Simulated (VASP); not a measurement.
# How smearing and plane-wave cutoff change a VASP run on WS2 (Tungstenite), part 3 of 3

How sensitive are energy, pressure and forces of WS2 (Tungstenite) to the smearing and plane-wave cutoff? The atoms are off their equilibrium sites, so that forces can be compared too. The series runs use LDA. The atoms of the start are displaced at random from the sites of a R3m cell.

VASP 6.6.1; LDA; plane waves and PAW (W, S).

Still holding for the runs below: Spin-orbit coupling is off here; with elements this heavy it splits and shifts levels by tenths of an eV or more.

So far. Step 12 (Smearing: ISMEAR = -5): Against the first of the series the energy at zero width stays within 0.01 meV an atom and the pressure within 0.01 GPa, after 14 cycles in 3.8 min. Step 14 (Plane-wave cutoff: ENCUT = 160): The series starts at -8.7557 eV an atom and -29.68 GPa, after 14 cycles in 69 s.

## (15) Plane-wave cutoff: ENCUT = 190

File INCAR:

```
SYSTEM = WS2
PREC = Accurate
ENCUT = 190
EDIFF = 1E-06
NELM = 100
ISMEAR = -1
SIGMA = 0.05
LREAL = .FALSE.
ALGO = Normal
GGA = CA
NBANDS = 15
LASPH = .TRUE.
LORBIT = 11
LWAVE = .FALSE.
LCHARG = .FALSE.
KPAR = 4
ISIF = 2
```

File POSCAR:

```
WS2
1.0
    1.5790000000      0.9116360751      6.1633333333
   -1.5790000000      0.9116360751      6.1633333333
    0.0000000000     -1.8232721501      6.1633333333
W S
1 2
Direct
   -0.0129770000      0.0109140000      0.0083710000
    0.2544000000      0.2501600000      0.2412220000
    0.4162030000      0.4086750000      0.4395190000
```

File KPOINTS:

```
Automatic mesh
0
Gamma
10 10 10
0 0 0
```

Potentials, in the order of the species: W and S (PBE family, release 64).

Run with:

```bash
$ mpirun -np 4 vasp_std
```

What it wrote:

```text
[... set-up lines as in an earlier step ...]
 entering main loop
       N       E                     dE             d eps       ncg     rms          rms(c)
DAV:   1     0.155164451043E+02    0.15516E+02   -0.45526E+03 17766   0.446E+02
DAV:   2    -0.261930438373E+02   -0.41709E+02   -0.39481E+02 20809   0.117E+02
DAV:   3    -0.275106463688E+02   -0.13176E+01   -0.13142E+01 18620   0.228E+01
DAV:   4    -0.275213258481E+02   -0.10679E-01   -0.10677E-01 20685   0.219E+00
[...]
DAV:  12    -0.261201631612E+02    0.79384E-05   -0.34541E-05 20363   0.415E-02    0.364E-02
DAV:  13    -0.261201611245E+02    0.20367E-05   -0.82676E-06 19152   0.172E-02    0.177E-02
DAV:  14    -0.261201607763E+02    0.34816E-06   -0.28251E-06 14539   0.108E-02
   1 F= -.26120161E+02 E0= -.26120161E+02  d E =-.521905E-06
```

The job ended after 82 s (4 MPI ranks of AMD EPYC 7R43, shared host; peak memory 0.74 GiB).

From OUTCAR (step 15):

```text
  Total       -5.3459593     -5.3241710     -6.4635371      0.2955739      1.0088571     -0.0147405
  in kB     -160.9035745   -160.2477864   -194.5406182      8.8962320     30.3647482     -0.4436625
  external PRESSURE =    -171.8973264 kB  Pullay stress =       0.0000000 kB

 POSITION                                       TOTAL-FORCE (eV/Angst)
 -----------------------------------------------------------------------------------
      1.54128      0.89449      6.20221         0.904678      0.028373     -0.235733
      0.00669      0.02016      4.59650        -0.445970     -0.328159      0.973739
      0.01189     -0.04937      7.79290        -0.458708      0.299785     -0.738006
 -----------------------------------------------------------------------------------
    total drift:                               -0.000023      0.000050     -0.000520

  FREE ENERGIE OF THE ION-ELECTRON SYSTEM (eV)
  ---------------------------------------------------
  free  energy   TOTEN  =       -26.1201607763 eV

  energy  without entropy=      -26.1201602544  energy(sigma->0) =      -26.12016052

[... 1 part as in an earlier step ...]

[... 2 further parts left out ...]
[key lines of the parts left out:]
E-fermi :   6.5727
```

Against the run before the energy moves by +48.97 meV an atom and the pressure by +12.49 GPa, after 14 cycles in 82 s.

## (16) Plane-wave cutoff: ENCUT = 230

Changes to INCAR since step 15:

```diff
@@ -2,3 +2,3 @@
 PREC = Accurate
-ENCUT = 190
+ENCUT = 230
 EDIFF = 1E-06
```

POSCAR is that of step 15.

KPOINTS is that of step 15.

Run with:

```bash
$ mpirun -np 4 vasp_std
```

What it wrote:

```text
[... set-up lines as in an earlier step ...]
 entering main loop
       N       E                     dE             d eps       ncg     rms          rms(c)
DAV:   1     0.235320618526E+02    0.23532E+02   -0.50954E+03 17572   0.526E+02
DAV:   2    -0.258354479487E+02   -0.49368E+02   -0.46843E+02 20795   0.134E+02
DAV:   3    -0.275821236072E+02   -0.17467E+01   -0.17415E+01 18753   0.273E+01
DAV:   4    -0.275979431147E+02   -0.15820E-01   -0.15816E-01 20643   0.280E+00
[...]
DAV:  12    -0.261971039610E+02    0.34405E-05   -0.29795E-05 20132   0.389E-02    0.414E-02
DAV:  13    -0.261970968494E+02    0.71115E-05   -0.18785E-05 19614   0.256E-02    0.180E-02
DAV:  14    -0.261970964548E+02    0.39464E-06   -0.42791E-06 19114   0.128E-02
   1 F= -.26197096E+02 E0= -.26197096E+02  d E =-.615814E-06
```

Wall time 82 s (4 MPI ranks); peak memory 0.88 GiB.

OUTCAR, selected parts (step 16):

```text
  Total       -2.8225130     -2.7974158     -3.7318659      0.2630767      0.9765753     -0.0181187
  in kB      -84.9524666    -84.1970868   -112.3223216      7.9181265     29.3931263     -0.5453402
  external PRESSURE =     -93.8239584 kB  Pullay stress =       0.0000000 kB

 POSITION                                       TOTAL-FORCE (eV/Angst)
 -----------------------------------------------------------------------------------
      1.54128      0.89449      6.20221         0.931350      0.029708     -0.244191
      0.00669      0.02016      4.59650        -0.457072     -0.340959      0.872392
      0.01189     -0.04937      7.79290        -0.474279      0.311251     -0.628201
 -----------------------------------------------------------------------------------
    total drift:                                0.000022     -0.000036     -0.000418

  FREE ENERGIE OF THE ION-ELECTRON SYSTEM (eV)
  ---------------------------------------------------
  free  energy   TOTEN  =       -26.1970964548 eV

  energy  without entropy=      -26.1970958390  energy(sigma->0) =      -26.19709615

[... 1 part as in an earlier step ...]

[... 2 further parts left out ...]
[key lines of the parts left out:]
E-fermi :   6.5450
```

Against the run before the energy moves by -25.65 meV an atom and the pressure by +7.81 GPa, after 14 cycles in 82 s.

## (17) Plane-wave cutoff: ENCUT = 260

Changes to INCAR since step 16:

```diff
@@ -2,3 +2,3 @@
 PREC = Accurate
-ENCUT = 230
+ENCUT = 260
 EDIFF = 1E-06
```

POSCAR is that of step 16.

KPOINTS is that of step 16.

Run with:

```bash
$ mpirun -np 4 vasp_std
```

What it wrote:

```text
[... set-up lines as in an earlier step ...]
 entering main loop
       N       E                     dE             d eps       ncg     rms          rms(c)
DAV:   1     0.310456051172E+02    0.31046E+02   -0.54277E+03 17070   0.584E+02
DAV:   2    -0.254653400648E+02   -0.56511E+02   -0.53388E+02 20505   0.150E+02
DAV:   3    -0.276509225115E+02   -0.21856E+01   -0.21763E+01 19229   0.315E+01
DAV:   4    -0.276718511873E+02   -0.20929E-01   -0.20923E-01 20202   0.331E+00
[...]
DAV:  12    -0.262572917749E+02    0.22394E-05   -0.27341E-05 20181   0.379E-02    0.580E-02
DAV:  13    -0.262572835628E+02    0.82121E-05   -0.25106E-05 19775   0.299E-02    0.150E-02
DAV:  14    -0.262572833395E+02    0.22337E-06   -0.27357E-06 17337   0.110E-02
   1 F= -.26257283E+02 E0= -.26257283E+02  d E =-.620421E-06
```

The job ended after 2.1 min (4 MPI ranks; peak memory 0.99 GiB).

Parts of OUTCAR (step 17):

```text
  Total       -2.1949226     -2.1703687     -3.1187736      0.2686339      0.9823029     -0.0191201
  in kB      -66.0631459    -65.3241174    -93.8693673      8.0853882     29.5655160     -0.5754798
  external PRESSURE =     -75.0855435 kB  Pullay stress =       0.0000000 kB

 POSITION                                       TOTAL-FORCE (eV/Angst)
 -----------------------------------------------------------------------------------
      1.54128      0.89449      6.20221         0.932448      0.029880     -0.242742
      0.00669      0.02016      4.59650        -0.457910     -0.339629      0.892283
      0.01189     -0.04937      7.79290        -0.474538      0.309749     -0.649541
 -----------------------------------------------------------------------------------
    total drift:                               -0.000030     -0.000035     -0.000205

  FREE ENERGIE OF THE ION-ELECTRON SYSTEM (eV)
  ---------------------------------------------------
  free  energy   TOTEN  =       -26.2572833395 eV

  energy  without entropy=      -26.2572827191  energy(sigma->0) =      -26.25728303

[... 1 part as in an earlier step ...]

[... 2 further parts left out ...]
[key lines of the parts left out:]
E-fermi :   6.5370
```

Against the run before the energy moves by -20.06 meV an atom and the pressure by +1.87 GPa, after 14 cycles in 2.1 min.

## (18) Plane-wave cutoff: ENCUT = 300

Changes to INCAR since step 17:

```diff
@@ -2,3 +2,3 @@
 PREC = Accurate
-ENCUT = 260
+ENCUT = 300
 EDIFF = 1E-06
```

POSCAR is that of step 17.

KPOINTS is that of step 17.

Run with:

```bash
$ mpirun -np 4 vasp_std
```

What it wrote:

```text
[... set-up lines as in an earlier step ...]
 entering main loop
       N       E                     dE             d eps       ncg     rms          rms(c)
DAV:   1     0.402987499725E+02    0.40299E+02   -0.58665E+03 16576   0.661E+02
DAV:   2    -0.248176273314E+02   -0.65116E+02   -0.61142E+02 20317   0.170E+02
DAV:   3    -0.276763816007E+02   -0.28588E+01   -0.28436E+01 19601   0.374E+01
DAV:   4    -0.277064496172E+02   -0.30068E-01   -0.30058E-01 19964   0.417E+00
[...]
DAV:  12    -0.262860084040E+02    0.66827E-06   -0.25206E-05 20398   0.386E-02    0.628E-02
DAV:  13    -0.262860025610E+02    0.58430E-05   -0.21245E-05 19845   0.280E-02    0.138E-02
DAV:  14    -0.262860023373E+02    0.22367E-06   -0.20429E-06 16043   0.997E-03
   1 F= -.26286002E+02 E0= -.26286002E+02  d E =-.616661E-06
```

Elapsed: 1.9 min, on 4 MPI ranks; peak memory 1.1 GiB.

From OUTCAR (step 18):

```text
  Total       -1.9263018     -1.9021131     -2.8484389      0.2689175      0.9843284     -0.0192714
  in kB      -57.9781517    -57.2501165    -85.7327895      8.0939245     29.6264790     -0.5800339
  external PRESSURE =     -66.9870192 kB  Pullay stress =       0.0000000 kB

 POSITION                                       TOTAL-FORCE (eV/Angst)
 -----------------------------------------------------------------------------------
      1.54128      0.89449      6.20221         0.933519      0.029959     -0.242177
      0.00669      0.02016      4.59650        -0.458333     -0.340259      0.908370
      0.01189     -0.04937      7.79290        -0.475186      0.310300     -0.666193
 -----------------------------------------------------------------------------------
    total drift:                               -0.000046     -0.000036     -0.000198

  FREE ENERGIE OF THE ION-ELECTRON SYSTEM (eV)
  ---------------------------------------------------
  free  energy   TOTEN  =       -26.2860023373 eV

  energy  without entropy=      -26.2860017206  energy(sigma->0) =      -26.28600203

[... 1 part as in an earlier step ...]

[... 2 further parts left out ...]
[key lines of the parts left out:]
E-fermi :   6.5321
```

Against the run before the energy moves by -9.57 meV an atom and the pressure by +0.81 GPa, after 14 cycles in 1.9 min.

## (19) Plane-wave cutoff: ENCUT = 340

Changes to INCAR since step 18:

```diff
@@ -2,3 +2,3 @@
 PREC = Accurate
-ENCUT = 300
+ENCUT = 340
 EDIFF = 1E-06
```

POSCAR is that of step 18.

KPOINTS is that of step 18.

Run with:

```bash
$ mpirun -np 4 vasp_std
```

What it wrote:

```text
[... set-up lines as in an earlier step ...]
 entering main loop
       N       E                     dE             d eps       ncg     rms          rms(c)
DAV:   1     0.498827596274E+02    0.49883E+02   -0.62999E+03 15920   0.738E+02
DAV:   2    -0.241838087700E+02   -0.74067E+02   -0.69632E+02 20325   0.187E+02
DAV:   3    -0.276738529015E+02   -0.34900E+01   -0.34679E+01 19453   0.420E+01
DAV:   4    -0.277136689652E+02   -0.39816E-01   -0.39799E-01 19957   0.499E+00
[...]
DAV:  12    -0.262947426696E+02   -0.10494E-06   -0.24590E-05 20685   0.396E-02    0.578E-02
DAV:  13    -0.262947386351E+02    0.40346E-05   -0.17218E-05 19719   0.254E-02    0.151E-02
DAV:  14    -0.262947384161E+02    0.21901E-06   -0.16906E-06 15264   0.937E-03
   1 F= -.26294738E+02 E0= -.26294738E+02  d E =-.624401E-06
```

Wall time 2.5 min (4 MPI ranks); peak memory 1.3 GiB; 9.5 min of CPU time.

From OUTCAR (step 19):

```text
  Total       -1.8135209     -1.7892253     -2.7277464      0.2697610      0.9859210     -0.0194221
  in kB      -54.5836557    -53.8524028    -82.1001659      8.1193118     29.6744138     -0.5845701
  external PRESSURE =     -63.5120748 kB  Pullay stress =       0.0000000 kB

 POSITION                                       TOTAL-FORCE (eV/Angst)
 -----------------------------------------------------------------------------------
      1.54128      0.89449      6.20221         0.936541      0.030131     -0.243467
      0.00669      0.02016      4.59650        -0.459750     -0.341552      0.911527
      0.01189     -0.04937      7.79290        -0.476791      0.311421     -0.668060
 -----------------------------------------------------------------------------------
    total drift:                               -0.000085     -0.000000      0.000021

  FREE ENERGIE OF THE ION-ELECTRON SYSTEM (eV)
  ---------------------------------------------------
  free  energy   TOTEN  =       -26.2947384161 eV

  energy  without entropy=      -26.2947377917  energy(sigma->0) =      -26.29473810

[... 1 part as in an earlier step ...]

[... 2 further parts left out ...]
[key lines of the parts left out:]
E-fermi :   6.5313
```

Against the run before the energy moves by -2.91 meV an atom and the pressure by +0.35 GPa, after 14 cycles in 2.5 min.

## (20) Plane-wave cutoff: ENCUT = 410

Changes to INCAR since step 19:

```diff
@@ -2,3 +2,3 @@
 PREC = Accurate
-ENCUT = 340
+ENCUT = 410
 EDIFF = 1E-06
```

POSCAR is that of step 19.

KPOINTS is that of step 19.

Run with:

```bash
$ mpirun -np 4 vasp_std
```

What it wrote:

```text
[... set-up lines as in an earlier step ...]
 entering main loop
       N       E                     dE             d eps       ncg     rms          rms(c)
DAV:   1     0.623393052083E+02    0.62339E+02   -0.70084E+03 15504   0.862E+02
DAV:   2    -0.232226164234E+02   -0.85562E+02   -0.80468E+02 19884   0.207E+02
DAV:   3    -0.276614518163E+02   -0.44388E+01   -0.44036E+01 20223   0.474E+01
DAV:   4    -0.277143828412E+02   -0.52931E-01   -0.52910E-01 19363   0.588E+00
[...]
DAV:  12    -0.262972240901E+02   -0.45206E-06   -0.24495E-05 20573   0.403E-02    0.550E-02
DAV:  13    -0.262972208886E+02    0.32015E-05   -0.15388E-05 19845   0.241E-02    0.158E-02
DAV:  14    -0.262972206805E+02    0.20816E-06   -0.15207E-06 14658   0.897E-03
   1 F= -.26297221E+02 E0= -.26297220E+02  d E =-.624706E-06
```

The job ended after 2.8 min (4 MPI ranks; peak memory 1.6 GiB).

Parts of OUTCAR (step 20):

```text
  Total       -1.7636581     -1.7394179     -2.6808345      0.2707980      0.9875363     -0.0195329
  in kB      -53.0828748    -52.3532905    -80.6882025      8.1505236     29.7230315     -0.5879043
  external PRESSURE =     -62.0414559 kB  Pullay stress =       0.0000000 kB

 POSITION                                       TOTAL-FORCE (eV/Angst)
 -----------------------------------------------------------------------------------
      1.54128      0.89449      6.20221         0.937501      0.030183     -0.243455
      0.00669      0.02016      4.59650        -0.460254     -0.341934      0.912997
      0.01189     -0.04937      7.79290        -0.477246      0.311751     -0.669541
 -----------------------------------------------------------------------------------
    total drift:                               -0.000078     -0.000005      0.000017

  FREE ENERGIE OF THE ION-ELECTRON SYSTEM (eV)
  ---------------------------------------------------
  free  energy   TOTEN  =       -26.2972206805 eV

  energy  without entropy=      -26.2972200557  energy(sigma->0) =      -26.29722037

[... 1 part as in an earlier step ...]

[... 2 further parts left out ...]
[key lines of the parts left out:]
E-fermi :   6.5310
```

Against the run before the energy moves by -0.83 meV an atom and the pressure by +0.15 GPa, after 14 cycles in 2.8 min.

## (21) Plane-wave cutoff: ENCUT = 520

Changes to INCAR since step 20:

```diff
@@ -2,3 +2,3 @@
 PREC = Accurate
-ENCUT = 410
+ENCUT = 520
 EDIFF = 1E-06
```

POSCAR is that of step 20.

KPOINTS is that of step 20.

Run with:

```bash
$ mpirun -np 4 vasp_std
```

What it wrote:

```text
[... set-up lines as in an earlier step ...]
 entering main loop
       N       E                     dE             d eps       ncg     rms          rms(c)
DAV:   1     0.775377315633E+02    0.77538E+02   -0.80192E+03 15136   0.105E+03
DAV:   2    -0.219618558110E+02   -0.99500E+02   -0.93282E+02 19596   0.230E+02
DAV:   3    -0.276429872238E+02   -0.56811E+01   -0.56218E+01 20447   0.536E+01
DAV:   4    -0.277157843834E+02   -0.72797E-01   -0.72763E-01 19131   0.698E+00
[...]
DAV:  12    -0.262986976382E+02   -0.68723E-06   -0.24916E-05 20650   0.409E-02    0.533E-02
DAV:  13    -0.262986946637E+02    0.29744E-05   -0.14760E-05 19789   0.237E-02    0.158E-02
DAV:  14    -0.262986944772E+02    0.18658E-06   -0.14831E-06 14910   0.892E-03
   1 F= -.26298694E+02 E0= -.26298694E+02  d E =-.623929E-06
```

Elapsed: 4.1 min, on 4 MPI ranks; peak memory 2.2 GiB.

Parts of OUTCAR (step 21):

```text
  Total       -1.7700047     -1.7458098     -2.6897158      0.2713731      0.9882037     -0.0195323
  in kB      -53.2738961    -52.5456751    -80.9555155      8.1678341     29.7431191     -0.5878867
  external PRESSURE =     -62.2583622 kB  Pullay stress =       0.0000000 kB

 POSITION                                       TOTAL-FORCE (eV/Angst)
 -----------------------------------------------------------------------------------
      1.54128      0.89449      6.20221         0.938034      0.030219     -0.243570
      0.00669      0.02016      4.59650        -0.460516     -0.342114      0.913667
      0.01189     -0.04937      7.79290        -0.477519      0.311896     -0.670097
 -----------------------------------------------------------------------------------
    total drift:                               -0.000074     -0.000010      0.000003

  FREE ENERGIE OF THE ION-ELECTRON SYSTEM (eV)
  ---------------------------------------------------
  free  energy   TOTEN  =       -26.2986944772 eV

  energy  without entropy=      -26.2986938532  energy(sigma->0) =      -26.29869417

[... 1 part as in an earlier step ...]

[... 2 further parts left out ...]
[key lines of the parts left out:]
E-fermi :   6.5306
```

Against the run before the energy moves by -0.49 meV an atom and the pressure by -0.02 GPa, after 14 cycles in 4.1 min.

## (22) The plane-wave cutoff series as a table

This step: convergence of LDA results with the cutoff; plane waves and PAW (VASP 6.6.1).

Derived from the runs above.

Differences are taken from the run with ENCUT = 520. Results of the series, by row:

```csv
setting,status,energy less the reference (meV/atom),pressure (GPa),largest force difference (meV/Å),gap (eV),SCF cycles,wall time (s)
ENCUT = 160,converged,10.54,-29.68,216.8,0.932,14,69
ENCUT = 190,converged,59.51,-17.19,67.91,0.9803,14,82
ENCUT = 230,converged,33.87,-9.382,41.9,0.9525,14,82
ENCUT = 260,converged,13.8,-7.509,21.38,0.9492,14,127
ENCUT = 300,converged,4.231,-6.699,5.297,0.9505,14,112
ENCUT = 340,converged,1.319,-6.351,2.14,0.9488,14,147
ENCUT = 410,converged,0.4913,-6.204,0.67,0.9489,14,170
ENCUT = 520,converged,0,-6.226,0,0.949,14,244
```

## (23) What came out

| Item | Value |
| --- | --- |
| spread of the pressure over the smearing | 1.46 GPa |
| spread of the energy over the smearing | 49.7 meV/atom |
| plane-wave cutoff from which the energy stays within 10 meV/atom of the reference | ENCUT = 300 |
| plane-wave cutoff from which the energy stays within 1 meV/atom of the reference | ENCUT = 410 |
| plane-wave cutoff from which the pressure stays within 0.2 GPa of the reference | ENCUT = 340 |
| spread of the pressure over the plane-wave cutoff | 23.5 GPa |
| spread of the energy over the plane-wave cutoff | 59.5 meV/atom |

In words: The usual rule keeps the entropy term T·S under 1 meV an atom, which holds up to a width of 0.1 eV for Fermi-Dirac and 0.2 eV for first-order Methfessel-Paxton. Farthest in energy from the narrowest smearing lies ISMEAR = -1, SIGMA = 0.5 (+49.0 meV an atom, +1.37 GPa, 174.6 meV/Å in forces). Methfessel-Paxton smearing is made for metals and can give negative occupations at band edges. From ENCUT = 410 on, the energy stays within 1 meV an atom of the reference, at 70 % of its time. The pressure holds within 0.2 GPa from ENCUT = 340 on. These cutoffs are 0.6 to 2 times the default of the data sets, about 260 eV; at the default the run is off by +13.8 meV an atom, -1.28 GPa, 21.4 meV/Å in forces, and at 1.3 times by +1.3 meV an atom, -0.13 GPa, 2.1 meV/Å in forces. Energy differences between like cells converge faster than these totals. Differences are taken from the run with ENCUT = 520, which is itself not the exact limit. The runs at ENCUT = 160; ENCUT = 190; ENCUT = 230 are over 30 meV an atom or 2 GPa off and describe the material poorly.

[Lines on the potential files, build, host, timing and source positions are cut from VASP's logs without a mark.]

[Logs are printed without paths, hosts, clocks, repeated set-up lines and the standing remarks that a program may print on its own settings, such as how far it seeks lower states.]

[Hosts, paths, dates, database ids (printed as entryN), source tags and the programs' standing remarks are cut or masked in the printed files.]

[A measured line is paired with the nearest computed mode of its activity, which favours agreement.]
